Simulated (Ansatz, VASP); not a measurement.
# TiCdSe3 in two plane-wave programs, part 2 of 2

One calculation is typed for both programs; each brings its own data sets. How far apart do they land? The cell is generated by rule, not measured, and may not be a known phase. The cell is taken from a series of runs on this material, whose earlier steps may have relaxed, scaled, displaced or heated it; both programs get it as it stands.

VASP 6.6.1 and Ansatz 0.2.0.

So far: The structure; VASP: relaxation of cell and atoms, PBE, pair 1; Ansatz: relaxation of cell and atoms, PBE, pair 1; Differences.

## (5) Ansatz: relaxation of cell and atoms, PBE, pair 2

Level of this step: Ansatz beside VASP: Kohn-Sham DFT, plane waves, PBE (Ansatz).

The relaxed volume is the usual yardstick between codes: in a stiff, nearly cubic crystal its relative difference is about their pressure difference at one cell divided by the bulk modulus. Its start cell is another than that of the pair before, and may be another structure of the material.

The cell is taken from a series of runs on this material, whose earlier steps may have relaxed, scaled, displaced or heated it; both programs get it as it stands.

Contents of input.yaml:

```yaml
crystal:
  lattice:
    - [5.0739341597, 0.0, 0.0]
    - [0.0, 5.0739341597, 0.0]
    - [0.0, 0.0, 6.012595872]
  atoms:
    - { symbol: Cd, position: [0.0, 0.0, 0.2468390265] }
    - { symbol: Ti, position: [0.5, 0.5, 0.5399787603] }
    - { symbol: Se, position: [0.5, 0.0, 0.4088427071] }
    - { symbol: Se, position: [0.5, 0.5, 0.9105043794] }
    - { symbol: Se, position: [0.0, 0.5, 0.4088427071] }
kpoints:
  mp_grid: { grid: [8, 8, 6] }
hamiltonian:
  xc: pbe
scf:
  occupations: { method: methfessel_paxton, width: 0.2 }
output:
  forces: true
  stress: true
  eigenvalues: true
relax:
  adjacent_minimum: "off"
  f_tol: 0.001
  max_steps: 60
  cell: { stress_tol: 0.01 }
```

The run is started by

```bash
ansatz run input.yaml --threads 8 --pin off --max-ram 14336MiB --backend cpu --events-out ev --progress --plain --runs-dir out
```

Numbers of over 12 decimals in the logs are rounded to 6 here.

Output:

```text
[...]
Crystal: 5 atoms, lattice volume = 154.793 Å³
Basis set: ecut = 420 eV, 3041 PW (Γ), exchange–correlation on 72×72×90 points (8 copies of the dense FFT grid, shifted against one another)
Bands: 48, of which v1, the nominal top of the filled ones, is band 40 counted from 1 (39 counted from 0)
Symmetry: 8 space group operations
[...]
k-points: 60 of 384 (time reversal used)
[...]
cell:  # Å, volume = 155.0269 Å³
    - [5.072279, 0, 1.9957195753955742e-18]
    - [0, 5.072279, 0]
    - [2.36492136141603e-18, 0, 6.025609]
  atoms:
    - { symbol: Cd, position: [0, 0, 0.247013] }
    - { symbol: Ti, position: [0.5, 0.5, 0.540158] }
    - { symbol: Se, position: [0.5, 0, 0.408975] }
    - { symbol: Se, position: [0.5, 0.5, 0.909887] }
    - { symbol: Se, position: [0, 0.5, 0.408975] }
[key lines of the parts left out:]
SCF converged after 9 iterations
Free energy (F): -27164.026564 eV
Fermi energy:    6.100959 eV
P = ⅓ Tr σ = 0.0012 GPa (0.012 kbar)
```

## (6) VASP: relaxation of cell and atoms, PBE, pair 2

The same cell, functional, mesh and smearing now go to VASP, with its own data sets.

Contents of INCAR:

```
SYSTEM = TiCdSe3
PREC = Accurate
ENCUT = 500
EDIFF = 1E-07
NELM = 120
ISMEAR = 1
SIGMA = 0.2
LREAL = .FALSE.
ALGO = Normal
GGA = PE
NBANDS = 27
LASPH = .TRUE.
LORBIT = 11
LWAVE = .FALSE.
LCHARG = .FALSE.
ISIF = 3
IBRION = 2
NSW = 80
EDIFFG = -0.005
GGA_COMPAT = .FALSE.
NELMIN = 4
KPAR = 2
```

Contents of POSCAR:

```
TiCdSe3
1.0
    5.0739340000      0.0000000000      0.0000000000
    0.0000000000      5.0739340000      0.0000000000
    0.0000000000      0.0000000000      6.0125960000
Cd Ti Se
1 1 3
Direct
    0.0000000000      0.0000000000      0.2468389694
    0.5000000000      0.5000000000      0.5399787380
    0.5000000000      0.0000000000      0.4088427029
    0.5000000000      0.5000000000      0.9105043811
    0.0000000000      0.5000000000      0.4088427029
```

Contents of KPOINTS:

```
Automatic mesh
0
Gamma
8 8 6
0 0 0
```

PAW data sets: Cd, Ti_sv and Se (PBE family, release 64).

The run is started by

```bash
mpirun -np 2 vasp_std
```

Output:

```text
[... set-up lines as in an earlier step ...]
 entering main loop
       N       E                     dE             d eps       ncg     rms          rms(c)
DAV:   1     0.352905054041E+03    0.35291E+03   -0.19204E+04  3272   0.139E+03
DAV:   2     0.136270235497E+02   -0.33928E+03   -0.33115E+03  3634   0.361E+02
DAV:   3    -0.233929231521E+02   -0.37020E+02   -0.36520E+02  4927   0.108E+02
DAV:   4    -0.258743433910E+02   -0.24814E+01   -0.24741E+01  4612   0.221E+01
[...]
DAV:  16    -0.217316091239E+02   -0.54464E-05   -0.91422E-06  3291   0.151E-02    0.340E-03
DAV:  17    -0.217316094020E+02   -0.27812E-06   -0.39000E-07  3730   0.420E-03    0.212E-03
DAV:  18    -0.217316094342E+02   -0.32178E-07   -0.28243E-07  2582   0.305E-03
   1 F= -.21731609E+02 E0= -.21734502E+02  d E =-.217316E+02
[... from here on, the cycles between the ionic steps are left out ...]
   2 F= -.21731688E+02 E0= -.21734603E+02  d E =-.789702E-04
   3 F= -.21731798E+02 E0= -.21734702E+02  d E =-.188082E-03
   4 F= -.21731828E+02 E0= -.21734736E+02  d E =-.305219E-04
   5 F= -.21731832E+02 E0= -.21734739E+02  d E =-.340564E-04
   6 F= -.21731846E+02 E0= -.21734749E+02  d E =-.148222E-04
   7 F= -.21731871E+02 E0= -.21734759E+02  d E =-.391034E-04
   8 F= -.21731872E+02 E0= -.21734756E+02  d E =-.402894E-04
   9 F= -.21731871E+02 E0= -.21734744E+02  d E =0.122855E-05
  10 F= -.21731876E+02 E0= -.21734755E+02  d E =-.459059E-05
  11 F= -.21731877E+02 E0= -.21734756E+02  d E =-.470065E-05
  12 F= -.21731882E+02 E0= -.21734757E+02  d E =-.566962E-05
 trial-energy change:   -0.000006  1 .order   -0.000006   -0.000007   -0.000005
 step:   4.3900(harm=  4.3900)  dis= 0.00095  next Energy=   -21.731887 (dE=-0.106E-04)
 reached required accuracy - stopping structural energy minimisation
```

OUTCAR, selected parts (step 6):

```text
  Total        0.0036061      0.0036061      0.0071199      0.0000000      0.0000000      0.0000000
  in kB        0.0372607      0.0372607      0.0735673      0.0000000      0.0000000      0.0000000
  external PRESSURE =       0.0493629 kB  Pullay stress =       0.0000000 kB

 POSITION                                       TOTAL-FORCE (eV/Angst)
 -----------------------------------------------------------------------------------
      0.00000     -0.00000      1.47925        -0.000000      0.000000     -0.004227
      2.53857      2.53857      3.24705         0.000000     -0.000000      0.004665
      2.53857     -0.00000      2.46270        -0.000000      0.000000     -0.001477
      2.53857      2.53857      5.47693         0.000000     -0.000000      0.002516
      0.00000      2.53857      2.46270        -0.000000      0.000000     -0.001477
 -----------------------------------------------------------------------------------
    total drift:                               -0.000000      0.000000      0.000980

  FREE ENERGIE OF THE ION-ELECTRON SYSTEM (eV)
  ---------------------------------------------------
  free  energy   TOTEN  =       -21.7318822320 eV

  energy  without entropy=      -21.7405056640  energy(sigma->0) =      -21.73475671

[... 1 part as in an earlier step ...]

[... 3 further parts left out ...]
[key lines of the parts left out:]
E-fermi :   1.6751
```

## (7) Differences

What differs besides the data sets and the points named for the pairs above, as far as they apply: the data sets hold 80 valence electrons in Ansatz (on its default PAW (the set named soft_2) files) and 42 in VASP. Total energies have different zeros and are not compared.

Compared:

```
                                         quantity  Ansatz    VASP  difference
                                      volume (Å³)  155.03  155.06     -0.02 %
edge a after relaxation, in the typed setting (Å)   5.072   5.077     -0.09 %
edge c after relaxation, in the typed setting (Å)   6.026   6.015     +0.17 %
```

## (8) VASP: relaxation of cell and atoms, PBE, pair 3

The relaxed volume is the usual yardstick between codes: in a stiff, nearly cubic crystal its relative difference is about their pressure difference at one cell divided by the bulk modulus. This pair takes another cell of the material, with 10 atoms against 5 for the pair before.

Changes to INCAR since step 6:

```diff
@@ -10,3 +10,3 @@
 GGA = PE
-NBANDS = 27
+NBANDS = 52
 LASPH = .TRUE.
```

Contents of POSCAR:

```
TiCdSe3
1.0
    7.0281610000      0.0000000000      0.0000000000
    0.0000000000      7.0281610000      0.0000000000
    0.0000000000      0.0000000000      4.7870720000
Cd Ti Se
2 2 6
Direct
    0.0000000000      0.4999999289      0.0000000000
    0.4999999289      0.0000000000      0.0000000000
    0.0000000000      0.0000000000      0.5000000000
    0.4999999289      0.4999999289      0.5000000000
    0.8345982683      0.3345981972      0.5000000000
    0.1654017317      0.6654016605      0.5000000000
    0.6654016605      0.8345982683      0.5000000000
    0.3345981972      0.1654017317      0.5000000000
    0.0000000000      0.0000000000      0.0000000000
    0.4999999289      0.4999999289      0.0000000000
```

Contents of KPOINTS:

```
Automatic mesh
0
Gamma
6 6 8
0 0 0
```

The run is started by

```bash
mpirun -np 2 vasp_std
```

Output:

```text
[banner, memory and clock lines left out]
running    2 mpi-ranks, on    1 nodes
[...]
LDA part: xc-table for (Slater+PW92), standard interpolation
 POSCAR, INCAR and KPOINTS ok, starting setup
[...]
entering main loop
       N       E                     dE             d eps       ncg     rms          rms(c)
DAV:   1     0.800770366245E+03    0.80077E+03   -0.38462E+04  5200   0.152E+03
DAV:   2     0.529074158014E+02   -0.74786E+03   -0.72443E+03  5424   0.417E+02
DAV:   3    -0.437647738018E+02   -0.96672E+02   -0.93734E+02  7512   0.131E+02
DAV:   4    -0.515497932112E+02   -0.77850E+01   -0.77501E+01  7536   0.304E+01
[...]
DAV:  15    -0.443124271956E+02   -0.46825E-06   -0.31644E-05  7460   0.214E-02    0.450E-03
DAV:  16    -0.443124276656E+02   -0.47001E-06   -0.20366E-06  5876   0.528E-03    0.290E-03
DAV:  17    -0.443124276005E+02    0.65175E-07   -0.59249E-07  5412   0.404E-03
   1 F= -.44312428E+02 E0= -.44314624E+02  d E =-.443124E+02
[... from here on, the cycles between the ionic steps are left out ...]
   2 F= -.44312596E+02 E0= -.44314833E+02  d E =-.167922E-03
   3 F= -.44312668E+02 E0= -.44314891E+02  d E =-.240696E-03
   4 F= -.44312668E+02 E0= -.44314892E+02  d E =-.240688E-03
   5 F= -.44312678E+02 E0= -.44314902E+02  d E =-.935767E-05
   6 F= -.44312684E+02 E0= -.44314911E+02  d E =-.154708E-04
[...]
reached required accuracy - stopping structural energy minimisation
```

OUTCAR, selected parts (step 8):

```text
  Total        0.0081724      0.0081724     -0.0123699      0.0000000      0.0000000      0.0000000
  in kB        0.0552831      0.0552831     -0.0836772      0.0000000      0.0000000      0.0000000
  external PRESSURE =       0.0089630 kB  Pullay stress =       0.0000000 kB

 POSITION                                       TOTAL-FORCE (eV/Angst)
 -----------------------------------------------------------------------------------
      0.00000      3.51487     -0.00000         0.000000      0.000000     -0.000000
      3.51487      0.00000     -0.00000        -0.000000     -0.000000     -0.000000
      0.00000      0.00000      2.39640         0.000000      0.000000     -0.000000
      3.51487      3.51487      2.39640        -0.000000     -0.000000     -0.000000
      5.86609      2.35122      2.39640        -0.000717     -0.000717      0.000000
      1.16366      4.67853      2.39640         0.000717      0.000717     -0.000000
      4.67853      5.86609      2.39640         0.000717     -0.000717      0.000000
      2.35122      1.16366      2.39640        -0.000717      0.000717     -0.000000
      0.00000      0.00000      0.00000        -0.000000     -0.000000     -0.000000
      3.51487      3.51487     -0.00000         0.000000      0.000000     -0.000000
 -----------------------------------------------------------------------------------
    total drift:                                0.000551      0.001165      0.000000

  FREE ENERGIE OF THE ION-ELECTRON SYSTEM (eV)
  ---------------------------------------------------
  free  energy   TOTEN  =       -44.3126837592 eV

  energy  without entropy=      -44.3193663598  energy(sigma->0) =      -44.31491129

[... 1 part as in an earlier step ...]

[... 3 further parts left out ...]
[key lines of the parts left out:]
E-fermi :   3.6350
```

## (9) Ansatz: relaxation of cell and atoms, PBE, pair 3

The same cell, functional, mesh and smearing now go to Ansatz, which takes its cutoff from its data sets.

The cell is taken from a series of runs on this material, whose earlier steps may have relaxed, scaled, displaced or heated it; both programs get it as it stands.

input.yaml, the sections that differ from step 5:

```yaml
crystal:
  lattice:
    - [7.0281607111, 0.0, 0.0]
    - [0.0, 7.0281607111, 0.0]
    - [0.0, 0.0, 4.787072256]
  atoms:
    - { symbol: Cd, position: [0.0, 0.5, 0.0] }
    - { symbol: Cd, position: [0.5, 0.0, 0.0] }
    - { symbol: Ti, position: [0.0, 0.0, 0.5] }
    - { symbol: Ti, position: [0.5, 0.5, 0.5] }
    - { symbol: Se, position: [0.8345982733, 0.3345982733, 0.5] }
    - { symbol: Se, position: [0.1654017267, 0.6654017267, 0.5] }
    - { symbol: Se, position: [0.6654017267, 0.8345982733, 0.5] }
    - { symbol: Se, position: [0.3345982733, 0.1654017267, 0.5] }
    - { symbol: Se, position: [0.0, 0.0, 0.0] }
    - { symbol: Se, position: [0.5, 0.5, 0.0] }
kpoints:
  mp_grid: { grid: [6, 6, 8] }
# hamiltonian, scf, output, relax: as in step 5
```

The run is started by

```bash
ansatz run input.yaml --threads 8 --pin off --max-ram 14336MiB --backend cpu --events-out ev --progress --plain --runs-dir out
```

Output:

```text
[...]
Crystal: 10 atoms, lattice volume = 236.458 Å³
Basis set: ecut = 420 eV, 4579 PW (Γ), exchange–correlation on 96×96×64 points (8 copies of the dense FFT grid, shifted against one another)
Bands: 96, of which v1, the nominal top of the filled ones, is band 80 counted from 1 (79 counted from 0)
Symmetry: 16 space group operations
[...]
k-points: 50 of 288
[...]
- { symbol: Cd, position: [0.5, 0.0, 0.0] }
    - { symbol: Ti, position: [0.0, 0.0, 0.5] }
    - { symbol: Ti, position: [0.5, 0.5, 0.5] }
    - { symbol: Se, position: [0.834598, 0.3345982733, 0.5] }
    - { symbol: Se, position: [0.1654017267, 0.6654017267, 0.5] }
    - { symbol: Se, position: [0.6654017267, 0.834598, 0.5] }
    - { symbol: Se, position: [0.3345982733, 0.1654017267, 0.5] }
    - { symbol: Se, position: [0.0, 0.0, 0.0] }
    - { symbol: Se, position: [0.5, 0.5, 0.0] }
[key lines of the parts left out:]
SCF converged after 7 iterations
Free energy (F): -54328.882851 eV
Fermi energy:    9.438251 eV
P = ⅓ Tr σ = -0.0038 GPa (-0.038 kbar)
```

## (10) Differences

What differs besides the data sets and the points named for the pairs above, as far as they apply: the data sets hold 160 valence electrons in Ansatz (on its default PAW (the set named soft_2) files) and 84 in VASP. Total energies have different zeros and are not compared.

Both answers:

```
                                         quantity  Ansatz    VASP  difference
                                      volume (Å³)  236.46  236.85     -0.16 %
edge a after relaxation, in the typed setting (Å)   7.028   7.030     -0.02 %
edge c after relaxation, in the typed setting (Å)   4.787   4.793     -0.12 %
```

## (11) Summary of results

- difference in volume (relaxation of cell and atoms, PBE, pair 1): -0.27 %
- difference in edge c after relaxation, in the typed setting (relaxation of cell and atoms, PBE, pair 2): 0.17 %
- difference in volume (relaxation of cell and atoms, PBE, pair 3): -0.16 %

The difference in volume is -0.27 % (relaxation of cell and atoms, PBE, pair 1), within the 1.2 % picked in this series as the mark of a large difference, as far as the stopping tolerances let one tell. The data sets hold unlike numbers of valence electrons (80 in Ansatz and 42 in VASP and 160 in Ansatz and 84 in VASP), so part of the differences comes from the potentials. 1 further run of this series is not shown here. How closely two codes agree says nothing of how well the functional describes the real material.

[Lines on the potential files, build, host, timing and source positions are cut from VASP's logs without a mark.]

[Logs are printed without paths, hosts, clocks, repeated set-up lines and the standing remarks that a program may print on its own settings, such as how far it seeks lower states.]

[Hosts, paths, dates, database ids (printed as entryN), source tags and the programs' standing remarks are cut or masked in the printed files.]
